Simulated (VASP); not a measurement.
Level of theory: PBE GGA, VASP's PBE PAW potentials (set 64) (plane waves; VASP). Each cell was relaxed at this level, without spin-orbit coupling.

Which of these comes out without a gap?
(A) SrCl2, Fm-3m (225)
(B) BaTe, Fm-3m (225)
(C) Rb, Im-3m (229)
(D) Si, Fd-3m (227)

C, Rb, Im-3m (229). The others have gaps of 5.23 eV (SrCl2, Fm-3m (225)), 0.61 eV (Si, Fd-3m (227)), 1.60 eV (BaTe, Fm-3m (225)).
